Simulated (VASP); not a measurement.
Crystal: VSi2.

```
V Si
1.0
     4.53480    0.00000    0.00000
    -2.26740    3.92725    0.00000
     0.00000    0.00000    6.31890
V Si
3 6
Direct
  0.00000 0.50000 0.16667
  0.50000 0.50000 0.83333
  0.50000 0.00000 0.50000
  0.83751 0.67501 0.50000
  0.16249 0.83751 0.83333
  0.67501 0.83751 0.16667
  0.16249 0.32499 0.50000
  0.83751 0.16249 0.83333
  0.32499 0.16249 0.16667
```

The cell comes from a database or a generator and needn't be the stable form of this composition.

| Item | Value |
| --- | --- |
| Program | VASP 6.6.1 |
| Task | relaxation of cell and atoms |
| Functional | PBE |
| Potentials or basis | VASP PAW PBE potentials, release 64 (V_sv, Si) |
| Cutoff | 600 eV |
| k mesh | 8 × 8 × 5 |
| Occupations | methfessel-paxton, width 0.1 eV |
| Spin | no spin polarisation |

At the start: pressure 3.9 GPa; volume 12.50 Å³/atom.

Problem. Where does the relaxation end?

Solution. Over 5 steps the energy falls by 3.2 meV/atom and the volume is 12.78 Å³/atom (+2.2 %); space group P6_222 (No. 180, to 0.05 Å).

Step by step:
```csv
step,energy change (eV),largest force (eV/Å),pressure (GPa),volume (Å³)
1,0.0000,0.0450,3.90,112.54
2,0.0036,0.0167,-3.78,117.57
3,-0.0287,0.0133,0.03,114.93
4,-0.0287,0.0126,-0.08,114.98
5,-0.0289,0.0021,-0.08,115.01
```

Final structure:
```xyz
9
Lattice="4.5688 0.0000 0.0000 -2.2844 3.9567 0.0000 0.0000 0.0000 6.3619" Properties=species:S:1:pos:R:3 pbc="T T T"
V    -1.1422    1.9783    1.0603
V     1.1422    1.9783    5.3016
V     0.0000    3.9567    3.1810
Si    2.2844    2.6691    3.1810
Si   -1.1693    3.3129    5.3016
Si    1.1693    3.3129    1.0603
Si    0.0000    1.2876    3.1810
Si    3.4537    0.6438    5.3016
Si    1.1151    0.6438    1.0603
```
